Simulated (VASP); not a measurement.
An input for Quantum ESPRESSO's pw.x (written as the equivalent of a VASP run, and not itself run):

```
&CONTROL
  calculation = 'scf'
  pseudo_dir = './pseudo'
  outdir = './out'
  tprnfor = .true.
  tstress = .true.
/
&SYSTEM
  ibrav = 0
  nat = 1
  ntyp = 1
  ecutwfc = 98
  occupations = 'smearing'
  smearing = 'methfessel-paxton'
  degauss = 0.00735
  input_dft = 'vdw-df-obk8'
  nspin = 2
  starting_magnetization(1) = 0.06
/
&ELECTRONS
  conv_thr = 7.3e-09
  electron_maxstep = 100
/
ATOMIC_SPECIES
  Ni 58.693 Ni.upf
CELL_PARAMETERS angstrom
     0.0000000    1.7545182    1.7545182
     1.7545182    0.0000000    1.7545182
     1.7545182    1.7545182    0.0000000
ATOMIC_POSITIONS crystal
  Ni   0.0000000  0.0000000  0.0000000
K_POINTS automatic
  18 18 18 0 0 0
```

**Question.** Translate this input to VASP (INCAR, KPOINTS, POSCAR, choice of POTCAR).

**Answer.** This is not unique; one that fits is 
### POSCAR
```
Ni
1
    0.0000000000     1.7545181792     1.7545181792
    1.7545181792     0.0000000000     1.7545181792
    1.7545181792     1.7545181792     0.0000000000
Ni
1
Direct
  0.0000000000   0.0000000000   0.0000000000
```

INCAR:
```
SYSTEM = Ni
PREC = Accurate
ENCUT = 520
EDIFF = 1E-7
NELM = 100
ALGO = Normal
LREAL = .FALSE.
LASPH = .TRUE.
ISMEAR = 1
SIGMA = 0.1
GGA = BO
PARAM1 = 0.1833333333
PARAM2 = 0.22
LUSE_VDW = .TRUE.
AGGAC = 0.0
LMAXMIX = 4
ISPIN = 2
MAGMOM = 0.6
LORBIT = 10
LWAVE = .FALSE.
LCHARG = .FALSE.
ISIF = 2
```

**KPOINTS**
```
Automatic mesh
0
Gamma
18 18 18
0 0 0
```

POTCAR, in this order: Ni (PBE.64 set). Program: vasp_std.

The two are equivalent in intent, not identical: the potentials are each code's own (VASP's PAW set, PseudoDojo norm-conserving files in pw.x), so ENCUT and ecutwfc are chosen apart and not converted; conv_thr bounds pw.x's estimated SCF error, while EDIFF bounds the energy change between steps; starting_magnetization is a fraction of the valence charge and MAGMOM a moment in μB, so they match only roughly.

The compound is Ni in the fcc structure. It was relaxed first.
